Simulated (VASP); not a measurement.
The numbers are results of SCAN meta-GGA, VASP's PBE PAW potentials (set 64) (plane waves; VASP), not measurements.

VASP input:

File KPOINTS:
```
kpoints
0
gamma
16 16 16
```

POSCAR:
```
Rh
1
    0.0000000000     1.8536062801     1.8536062801
    1.8536062801     0.0000000000     1.8536062801
    1.8536062801     1.8536062801     0.0000000000
Rh
1
Direct
  0.0000000000   1.0000000000   0.0000000000
```

**INCAR**
```
SYSTEM  =  Rh
PREC  =  Accurate; ENCUT  =  520; LREAL  =  .FALSE.
LASPH  =  .TRUE.
EDIFF  =  1E-7; NELM  =  100; ALGO  =  Normal
LMAXMIX  =  4; LMIXTAU  =  .TRUE.
ISMEAR  =  1; SIGMA  =  0.1
METAGGA  =  SCAN
ISIF  =  2
LWAVE  =  .FALSE.; LCHARG  =  .FALSE.
```

POTCAR, in this order: Rh_pv (PBE.64 set). Program: vasp_std.

Task: What does the run give for the energy per atom (σ→0), pressure, band gap (on the k-mesh)?

Result: 
```json
{
 "energy per atom (σ→0)": "-33.702 eV/atom",
 "band gap (on the k-mesh)": "none (metal, semimetal or under 0.01 eV)",
 "pressure": "21.79 GPa"
}
```

**OSZICAR**
```
...
DAV:  15    -0.337021107735E+02    0.36017E-05   -0.26601E-06  3604   0.203E-02    0.772E-03
DAV:  16    -0.337021251598E+02   -0.14386E-04   -0.28054E-06  3499   0.210E-02    0.121E-03
DAV:  17    -0.337021270692E+02   -0.19094E-05   -0.23219E-07  3448   0.633E-03    0.305E-04
DAV:  18    -0.337021280445E+02   -0.97528E-06   -0.97633E-09  1757   0.144E-03    0.215E-04
DAV:  19    -0.337021271505E+02    0.89395E-06   -0.25585E-09  1679   0.831E-04    0.433E-05
DAV:  20    -0.337021272907E+02   -0.14024E-06   -0.91927E-10  1667   0.540E-04    0.146E-05
DAV:  21    -0.337021272485E+02    0.42223E-07   -0.59170E-11  1655   0.110E-04
   1 F= -.33702127E+02 E0= -.33701858E+02  d E =-.806537E-03
```

The compound is Rh in the fcc structure. This cell is one point of a volume scan, at 0.94 of the reference volume.
